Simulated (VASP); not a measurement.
Input:

```yaml
crystal:
  lattice:
    - [0.00000, 2.29902, 2.29902]
    - [2.29902, 0.00000, 2.29902]
    - [2.29902, 2.29902, 0.00000]
  atoms:
    - { symbol: Zr, position: [0.00000, 0.00000, 0.00000] }
    - { symbol: N, position: [0.50000, 0.50000, 0.50000] }
```

Level of theory: PW91 GGA, VASP's PBE PAW potentials (set 64) (plane waves; VASP 6.6.1). Run with 520 eV cut-off, Gaussian smearing of 0.050 eV, potentials Zr_sv N.

Problem. What does the run give for the band gap (along the path) with the smallest direct gap where there is one?

Solution. 
The band gap (along the path) comes out as none (metal, semimetal or under 0.01 eV).

Only differences to runs with the same potentials and settings are physical.

The compound is ZrN in the rock salt structure. It was relaxed first. The electron count is odd and the run is not spin-polarised, which forces a metal.
